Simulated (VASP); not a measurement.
# AlNi3: cell size and functional, part 3 of 3

How much does the relaxed cell of AlNi3 depend on the functional? The starting structure is a cell with measured lattice constants from the literature and the atomic positions of a computed structure of the Materials Project. The first relaxation on each setting starts from this cell expanded by 3 % in volume.

VASP 6.6.1.

Results so far: PBEsol 10.89 Å³ an atom; LDA 10.55 Å³ an atom; PBE 11.34 Å³ an atom; PBEsol + D3(BJ) 10.56 Å³ an atom; r2SCAN 10.97 Å³ an atom; r2SCAN + rVV10 10.89 Å³ an atom.

**8. Relaxation with optB86b-vdW**

Level of this step: optB86b-vdW, spin-polarised from a ferromagnetic start; plane waves and PAW (Ni, Al) (VASP).

optB86b-vdW pairs nonlocal correlation with a less repulsive exchange of B86b form. This run starts from the cell of an earlier relaxation, which isn't shown; the restart sets up the plane waves anew.

Input file INCAR:

```
SYSTEM = AlNi3
PREC = Accurate
ENCUT = 450
EDIFF = 1E-06
NELM = 100
ISMEAR = 1
SIGMA = 0.15
LREAL = .FALSE.
ALGO = Normal
GGA = MK
AGGAC = 0
LUSE_VDW = .TRUE.
PARAM1 = 0.1234
PARAM2 = 1
LASPH = .TRUE.
NBANDS = 26
ISPIN = 2
MAGMOM = 1 1 1 0
LMAXMIX = 4
LORBIT = 11
LWAVE = .FALSE.
LCHARG = .FALSE.
KPAR = 8
IBRION = 2
NSW = 50
ISIF = 3
EDIFFG = -0.006
```

Input file POSCAR:

```
AlNi3
1.0
    3.5407800691      0.0000000000      0.0000000000
    0.0000000000      3.5407800691      0.0000000000
    0.0000000000      0.0000000000      3.5407800691
Ni Al
3 1
Direct
    0.5000000000      0.5000000000      0.0000000000
    0.5000000000      0.0000000000      0.5000000000
    0.0000000000      0.5000000000      0.5000000000
    0.0000000000      0.0000000000      0.0000000000
```

Input file KPOINTS:

```
Automatic mesh
0
Gamma
10 10 10
0 0 0
```

PAW data sets: Ni and Al (PBE family, release 64).

Started as:

```bash
$ mpirun -np 8 vasp_std
```

What it wrote:

```text
[banner, memory and clock lines left out]
running    8 mpi-ranks, on    1 nodes
[...]
[... a notice as in an earlier step ...]

 [... a notice as in an earlier step ...]

 [... a notice as in an earlier step ...]

 LDA part: xc-table for (Slater+PW92), standard interpolation
 POSCAR, INCAR and KPOINTS ok, starting setup
[...]
entering main loop
       N       E                     dE             d eps       ncg     rms          rms(c)
DAV:   1     0.189280958963E+03    0.18928E+03   -0.13031E+04  5952   0.148E+03
DAV:   2    -0.701447065862E+01   -0.19630E+03   -0.18317E+03  5826   0.289E+02
DAV:   3    -0.166251643129E+02   -0.96107E+01   -0.91707E+01  6568   0.847E+01
DAV:   4    -0.167881968150E+02   -0.16303E+00   -0.16280E+00  7056   0.102E+01
[...]
DAV:  12    -0.129455499419E+02    0.54814E-05   -0.75267E-05  7004   0.105E-01    0.417E-02
DAV:  13    -0.129455499995E+02   -0.57637E-07   -0.10354E-05  6776   0.486E-02    0.177E-02
DAV:  14    -0.129455503843E+02   -0.38481E-06   -0.22662E-06  5310   0.184E-02
[...]
DAV:   4    -0.129454894951E+02    0.60125E-04   -0.12213E-04  6206   0.807E-02    0.283E-02
DAV:   5    -0.129454871090E+02    0.23861E-05   -0.45644E-06  7230   0.225E-02    0.756E-03
DAV:   6    -0.129454875307E+02   -0.42176E-06   -0.66003E-07  3290   0.988E-03
   2 F= -.12945488E+02 E0= -.12945701E+02  d E =0.628536E-04  mag=     0.7189
 trial-energy change:    0.000063  1 .order    0.000031   -0.000110    0.000171
 step:   0.2585(harm=  0.3912)  dis= 0.00000  next Energy=   -12.945564 (dE=-0.136E-04)
[...]
N       E                     dE             d eps       ncg     rms          rms(c)
DAV:   1    -0.129471201506E+02   -0.16330E-02   -0.11123E-02  6064   0.160E+00    0.362E-01
DAV:   2    -0.129475252022E+02   -0.40505E-03   -0.13262E-02  6746   0.203E+00    0.366E-01
DAV:   3    -0.129455899217E+02    0.19353E-02   -0.44272E-03  6746   0.118E+00    0.497E-02
DAV:   4    -0.129455559024E+02    0.34019E-04   -0.61757E-05  6122   0.600E-02    0.196E-02
DAV:   5    -0.129455548782E+02    0.10242E-05   -0.23997E-06  6030   0.180E-02    0.535E-03
DAV:   6    -0.129455546594E+02    0.21882E-06   -0.48786E-07  3086   0.656E-03
   3 F= -.12945555E+02 E0= -.12945764E+02  d E =-.427503E-05  mag=     0.7183
[...]
reached required accuracy - stopping structural energy minimisation
```

Run time: 86 s. Hardware: 8 MPI ranks of Intel Xeon Platinum 8488C (Sapphire Rapids), shared host; peak memory 2.6 GiB.

OUTCAR, selected parts (step 8):

```text
  Total       -0.0013728     -0.0013728     -0.0013728      0.0000000      0.0000000     -0.0000000
  in kB       -0.0495222     -0.0495222     -0.0495222      0.0000000      0.0000000     -0.0000000
  external PRESSURE =      -0.0495222 kB  Pullay stress =       0.0000000 kB

 POSITION                                       TOTAL-FORCE (eV/Angst)
 -----------------------------------------------------------------------------------
      1.77069      1.77069     -0.00000         0.000000     -0.000000      0.000000
      1.77069      0.00000      1.77069         0.000000      0.000000      0.000000
      0.00000      1.77069      1.77069        -0.000000      0.000000      0.000000
      0.00000      0.00000      0.00000         0.000000     -0.000000      0.000000
 -----------------------------------------------------------------------------------
    total drift:                                0.000000     -0.000000     -0.000000

  FREE ENERGIE OF THE ION-ELECTRON SYSTEM (eV)
  ---------------------------------------------------
  free  energy   TOTEN  =       -12.9455546594 eV

  energy  without entropy=      -12.9461812976  energy(sigma->0) =      -12.94576354

 magnetization (x)
# of ion       s       p       d       tot
------------------------------------------
    1       -0.003  -0.009   0.265   0.253
    2       -0.003  -0.009   0.265   0.253
    3       -0.003  -0.009   0.265   0.253
    4       -0.001  -0.008   0.000  -0.008
--------------------------------------------------
tot         -0.009  -0.033   0.794   0.752

[... 2 parts as in an earlier step ...]

[... 2 further parts left out ...]
[key lines of the parts left out:]
E-fermi :   9.6009
```

With optB86b-vdW the relaxed cell holds 11.104 Å³ an atom, -2.26 % against the measured cell, with a = 3.541 Å. That is +1.94 % from PBEsol. Pressures at 0.985 and 1.015 times this volume, from two more relaxations that aren't shown, give a bulk modulus of 193.4 GPa.

**9. Relaxation with AM05**

AM05 is built from the electron gas and the surface model, and does well on lattice constants. This run starts from the cell of an earlier relaxation, which isn't shown; the restart sets up the plane waves anew.

INCAR, as its differences from that of step 8:

```diff
@@ -9,8 +9,3 @@
 ALGO = Normal
-GGA = MK
-AGGAC = 0
-LUSE_VDW = .TRUE.
-PARAM1 = 0.1234
-PARAM2 = 1
-LASPH = .TRUE.
+GGA = AM
 NBANDS = 26
@@ -18,2 +13,3 @@
 MAGMOM = 1 1 1 0
+LASPH = .TRUE.
 LMAXMIX = 4
```

Input file POSCAR:

```
AlNi3
1.0
    3.5153798209      0.0000000000      0.0000000000
    0.0000000000      3.5153798209      0.0000000000
    0.0000000000      0.0000000000      3.5153798209
Ni Al
3 1
Direct
    0.5000000000      0.5000000000      0.0000000000
    0.5000000000      0.0000000000      0.5000000000
    0.0000000000      0.5000000000      0.5000000000
    0.0000000000      0.0000000000      0.0000000000
```

KPOINTS is that of step 8.

Started as:

```bash
$ mpirun -np 8 vasp_std
```

What it wrote:

```text
[... set-up lines as in an earlier step ...]
 entering main loop
       N       E                     dE             d eps       ncg     rms          rms(c)
DAV:   1     0.176592435831E+03    0.17659E+03   -0.13007E+04  5968   0.149E+03
DAV:   2    -0.184954442411E+02   -0.19509E+03   -0.18205E+03  5828   0.289E+02
DAV:   3    -0.278665793099E+02   -0.93711E+01   -0.89396E+01  6570   0.838E+01
DAV:   4    -0.280190126832E+02   -0.15243E+00   -0.15227E+00  6848   0.990E+00
[...]
DAV:  12    -0.234820921727E+02    0.30749E-05   -0.16574E-04  7698   0.147E-01    0.400E-02
DAV:  13    -0.234820955946E+02   -0.34219E-05   -0.24546E-05  6554   0.670E-02    0.169E-02
DAV:  14    -0.234820955274E+02    0.67215E-07   -0.95837E-07  3522   0.146E-02
   1 F= -.23482096E+02 E0= -.23482221E+02  d E =-.234821E+02  mag=     0.6963
[...]
N       E                     dE             d eps       ncg     rms          rms(c)
DAV:   1    -0.234893357770E+02   -0.72402E-02   -0.52846E-02  6052   0.351E+00    0.787E-01
[...]
DAV:   4    -0.234819278317E+02    0.15530E-03   -0.30787E-04  6182   0.130E-01    0.449E-02
DAV:   5    -0.234819212341E+02    0.65976E-05   -0.12131E-05  8040   0.371E-02    0.115E-02
DAV:   6    -0.234819215919E+02   -0.35787E-06   -0.15564E-06  4742   0.138E-02
   2 F= -.23481922E+02 E0= -.23482075E+02  d E =0.173935E-03  mag=     0.6990
 trial-energy change:    0.000174  1 .order    0.000089   -0.000289    0.000466
 step:   0.2542(harm=  0.3827)  dis= 0.00000  next Energy=   -23.482131 (dE=-0.354E-04)
[...]
N       E                     dE             d eps       ncg     rms          rms(c)
DAV:   1    -0.234861983028E+02   -0.42771E-02   -0.29297E-02  6048   0.261E+00    0.580E-01
DAV:   2    -0.234869653572E+02   -0.76705E-03   -0.33087E-02  6742   0.323E+00    0.563E-01
DAV:   3    -0.234822064203E+02    0.47589E-02   -0.10794E-02  6784   0.186E+00    0.815E-02
DAV:   4    -0.234821099072E+02    0.96513E-04   -0.15279E-04  6170   0.970E-02    0.303E-02
DAV:   5    -0.234821066912E+02    0.32160E-05   -0.67109E-06  7450   0.274E-02    0.850E-03
DAV:   6    -0.234821064216E+02    0.26965E-06   -0.76347E-07  3934   0.902E-03
   3 F= -.23482106E+02 E0= -.23482243E+02  d E =-.108942E-04  mag=     0.6973
[...]
reached required accuracy - stopping structural energy minimisation
```

It took 37 s on 8 MPI ranks; peak memory 1.6 GiB; 3.3 min of CPU time.

Parts of OUTCAR (step 9):

```text
  Total       -0.0054144     -0.0054144     -0.0054144      0.0000000     -0.0000000      0.0000000
  in kB       -0.1995205     -0.1995205     -0.1995205      0.0000000     -0.0000000      0.0000000
  external PRESSURE =      -0.1995205 kB  Pullay stress =       0.0000000 kB

 POSITION                                       TOTAL-FORCE (eV/Angst)
 -----------------------------------------------------------------------------------
      1.75817      1.75817     -0.00000         0.000000     -0.000000      0.000000
      1.75817      0.00000      1.75817         0.000000      0.000000      0.000000
      0.00000      1.75817      1.75817        -0.000000      0.000000      0.000000
      0.00000      0.00000      0.00000         0.000000     -0.000000      0.000000
 -----------------------------------------------------------------------------------
    total drift:                                0.000000     -0.000000     -0.000000

  FREE ENERGIE OF THE ION-ELECTRON SYSTEM (eV)
  ---------------------------------------------------
  free  energy   TOTEN  =       -23.4821064216 eV

  energy  without entropy=      -23.4825149195  energy(sigma->0) =      -23.48224259

 magnetization (x)
# of ion       s       p       d       tot
------------------------------------------
    1       -0.003  -0.007   0.254   0.244
    2       -0.003  -0.007   0.254   0.244
    3       -0.003  -0.007   0.254   0.244
    4       -0.000  -0.007   0.000  -0.008
--------------------------------------------------
tot         -0.008  -0.029   0.761   0.724

[... 2 parts as in an earlier step ...]

[... 2 further parts left out ...]
[key lines of the parts left out:]
E-fermi :   9.8397
```

With AM05 the relaxed cell holds 10.870 Å³ an atom, -4.32 % against the measured cell, with a = 3.516 Å. That is -0.21 % from PBEsol. Pressures at 0.985 and 1.015 times this volume, from two more relaxations that aren't shown, give a bulk modulus of 196.3 GPa.

**10. Comparison**

```tsv
level	volume (Å³/atom)	against the measured cell (%)	a (Å)	bulk modulus (GPa)	pressure left (GPa)	core minutes
PBEsol	10.893	-4.12	3.5188	205.5	0.01	19.7
LDA	10.549	-7.14	3.4814	219.6	-0.05	11.9
PBE	11.337	-0.21	3.566	180.0	0.05	11.3
PBEsol + D3(BJ)	10.558	-7.07	3.4824	213.6	0.0	15.3
r2SCAN	10.965	-3.48	3.5266	202.0	-0.06	28.3
r2SCAN + rVV10	10.886	-4.18	3.5181	205.5	-0.07	62.5
optB86b-vdW	11.104	-2.26	3.5414	193.4	0.0	40.3
AM05	10.87	-4.32	3.5163	196.3	-0.02	20.0
```

Core minutes are wall time times ranks, summed over the relaxations behind a row (those for a bulk modulus apart), on shared hosts.

**11. Summary of results**

```
volume, PBEsol          : 10.89 Å³/atom
volume, LDA             : 10.55 Å³/atom
volume, PBE             : 11.34 Å³/atom
volume, PBEsol + D3(BJ) : 10.56 Å³/atom
volume, r2SCAN          : 10.97 Å³/atom
volume, r2SCAN + rVV10  : 10.89 Å³/atom
volume, optB86b-vdW     : 11.10 Å³/atom
volume, AM05            : 10.87 Å³/atom
```

What this shows: Across 8 levels the volume of AlNi3 spans 7.5 %, from 10.55 Å³ an atom (LDA) to 11.34 Å³ (PBE). Against the measured volume of the starting structure, PBE comes nearest (-0.2 %) and LDA lies farthest (-7.1 %). The measured cell holds zero-point expansion and, unless it was taken cold, thermal expansion, which the runs lack, so small differences decide nothing. Adding D3(BJ) to PBEsol changes the volume by -3.1 %. Adding rVV10 to r2SCAN changes the volume by -0.7 %. The bulk modulus goes from 180.0 GPa (PBE) to 219.6 GPa (LDA). All runs keep the symmetry of the start, so they can't find a distortion of lower symmetry. Further runs on this material are not shown.

[Lines on the potential files, build, host, timing and source positions are cut from VASP's logs without a mark.]

[Logs are printed without paths, hosts, clocks, repeated set-up lines and the standing remarks that a program may print on its own settings, such as how far it seeks lower states.]

[Hosts, paths, dates, database ids (printed as entryN), source tags and the programs' standing remarks are cut or masked in the printed files.]
